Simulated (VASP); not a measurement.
An input for Quantum ESPRESSO's pw.x (written as the equivalent of a VASP run, and not itself run):

```
&CONTROL
  calculation = 'scf'
  pseudo_dir = './pseudo'
  outdir = './out'
  tprnfor = .true.
  tstress = .true.
/
&SYSTEM
  ibrav = 0
  nat = 3
  ntyp = 2
  ecutwfc = 88
  occupations = 'smearing'
  smearing = 'gaussian'
  degauss = 0.003675
  input_dft = 'pbe'
/
&ELECTRONS
  conv_thr = 7.3e-08
  electron_maxstep = 100
/
ATOMIC_SPECIES
  Be 9.012 Be.upf
  C 12.011 C.upf
CELL_PARAMETERS angstrom
     0.0000000    2.1596640    2.2143700
     2.1218710    0.0000000    2.2143700
     2.1218710    2.1596640    0.0000000
ATOMIC_POSITIONS crystal
  Be   0.2500000  0.2500000  0.2500000
  Be   0.7500000  0.7500000  0.7500000
  C   -0.0130030  0.0130030  0.0130030
K_POINTS automatic
  8 8 8 0 0 0
```

Translate this input to VASP (INCAR, KPOINTS, POSCAR, choice of POTCAR).

This is not unique; one that fits is 
File POSCAR:
```
Be2C
1
    0.0000000000     2.1596640000     2.2143700000
    2.1218710000     0.0000000000     2.2143700000
    2.1218710000     2.1596640000     0.0000000000
Be C
2 1
Direct
  0.2500000000   0.2500000000   0.2500000000
  0.7500000000   0.7500000000   0.7500000000
 -0.0130030000   0.0130030000   0.0130030000
```

File KPOINTS:
```
kpoints
0
gamma
  8 8 8
0 0 0
```

### INCAR
```
SYSTEM = Be2C
PREC = Accurate
ENCUT = 520
EDIFF = 1E-6
NELM = 100
ALGO = Normal
LREAL = .FALSE.
LASPH = .TRUE.
ISMEAR = 0
SIGMA = 0.05
GGA = PE
LWAVE = .FALSE.
LCHARG = .FALSE.
ISIF = 2
```

POTCAR, in this order: Be C (PBE.64 set). Program: vasp_std.

The two are equivalent in intent, not identical: the potentials are each code's own (VASP's PAW set, PseudoDojo norm-conserving files in pw.x), so ENCUT and ecutwfc are chosen apart and not converted; conv_thr bounds pw.x's estimated SCF error, while EDIFF bounds the energy change between steps.

The compound is Be2C in the antifluorite structure. The cell was not relaxed at this level, atoms are displaced from their ideal sites.
